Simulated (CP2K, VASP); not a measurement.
The input files of a VASP run:

### INCAR
```
ALGO = Normal
EDIFF = 1E-6
ENCUT = 300
GGA = PS
ISIF = 2
ISMEAR = -1
LASPH = .True.
LCHARG = .False.
LMAXMIX = 6
LREAL = .False.
LWAVE = .False.
NELM = 100
PREC = Accurate
SIGMA = 0.05
SYSTEM = LaIn5Rh
```

KPOINTS:
```
Regular mesh
0
gamma
 5 5 3
```

File POSCAR:
```
LaIn5Rh
1.0
  4.6425540000   0.0000000000   0.0000000000
  0.0000000000   4.6425540000   0.0000000000
  0.0000000000   0.0000000000   7.5303380000
La In Rh
1 5 1
Cart
  0.0000000000   0.0000000000   0.0000000000
  2.3212770000   2.3212770000   0.0000000000
  2.3212770000   0.0000000000   5.2127258737
  2.3212770000   0.0000000000   2.3176121263
  0.0000000000   2.3212770000   5.2127258737
  0.0000000000   2.3212770000   2.3176121263
  0.0000000000   0.0000000000   3.7651690000
```

POTCAR, in this order: La In_d Rh_pv (PBE.64 set). Program: vasp_std.

**Question.** Write an input for CP2K that does the same calculation.

**Answer.** One input that does it (PBEsol, GPW, DZVP-MOLOPT-SR-GTH basis, GTH-PBE potentials (GTH_POTENTIALS)):
```
&GLOBAL
  PROJECT run
  RUN_TYPE ENERGY_FORCE
  PRINT_LEVEL MEDIUM
&END GLOBAL
&FORCE_EVAL
  METHOD Quickstep
  STRESS_TENSOR ANALYTICAL
  &DFT
    BASIS_SET_FILE_NAME BASIS_MOLOPT
    BASIS_SET_FILE_NAME BASIS_MOLOPT_UCL
    POTENTIAL_FILE_NAME GTH_POTENTIALS
    &QS
      METHOD GPW
      EPS_DEFAULT 1E-10
    &END QS
    &MGRID
      CUTOFF 500
      REL_CUTOFF 50
      NGRIDS 5
    &END MGRID
    &SCF
      SCF_GUESS ATOMIC
      EPS_SCF 1E-6
      MAX_SCF 100
      ADDED_MOS 15
      &DIAGONALIZATION
        ALGORITHM STANDARD
      &END DIAGONALIZATION
      &MIXING
        METHOD BROYDEN_MIXING
        ALPHA 0.3
        NBUFFER 8
        BETA 1.5
      &END MIXING
      &SMEAR ON
        METHOD FERMI_DIRAC
        ELECTRONIC_TEMPERATURE [K] 580.23
      &END SMEAR
    &END SCF
    &KPOINTS
      SCHEME MONKHORST-PACK 5 5 3
    &END KPOINTS
    &XC
      &XC_FUNCTIONAL
        &PBE
          PARAMETRIZATION PBESOL
        &END PBE
      &END XC_FUNCTIONAL
    &END XC
    &PRINT
      &MO
        EIGENVALUES T
        OCCUPATION_NUMBERS T
        NDIGITS 8
        FILENAME mo
        &EACH
          QS_SCF 0
        &END EACH
        ADD_LAST NUMERIC
      &END MO
      &MULLIKEN ON
      &END MULLIKEN
    &END PRINT
  &END DFT
  &SUBSYS
    &CELL
      ABC 4.64255400 4.64255400 7.53033800
      ALPHA_BETA_GAMMA 90.00000000 90.00000000 90.00000000
      PERIODIC XYZ
    &END CELL
    &COORD
      SCALED
      La       0.00000000     0.00000000     0.00000000
      In       0.50000000     0.50000000     0.00000000
      In       0.50000000     0.00000000     0.69223000
      In       0.50000000     0.00000000     0.30777000
      In       0.00000000     0.50000000     0.69223000
      In       0.00000000     0.50000000     0.30777000
      Rh       0.00000000     0.00000000     0.50000000
    &END COORD
    &KIND La
      BASIS_SET DZVP-MOLOPT-SR-GTH-q11
      POTENTIAL GTH-PBE-q11
    &END KIND
    &KIND In
      BASIS_SET DZVP-MOLOPT-SR-GTH-q13
      POTENTIAL GTH-PBE-q13
    &END KIND
    &KIND Rh
      BASIS_SET DZVP-MOLOPT-SR-GTH-q17
      POTENTIAL GTH-PBE-q17
    &END KIND
  &END SUBSYS
  &PRINT
    &FORCES ON
    &END FORCES
    &STRESS_TENSOR ON
    &END STRESS_TENSOR
  &END PRINT
&END FORCE_EVAL
```
Both are inputs of real runs that ended normally. What can't carry over is the choice of potentials or basis and its cut-off, and each code's defaults.

The structure comes from a computed database's LaIn5Rh entry (P4/mmm); how it stands against other phases isn't given here. The cell was not relaxed at this level, and it may have been scaled.
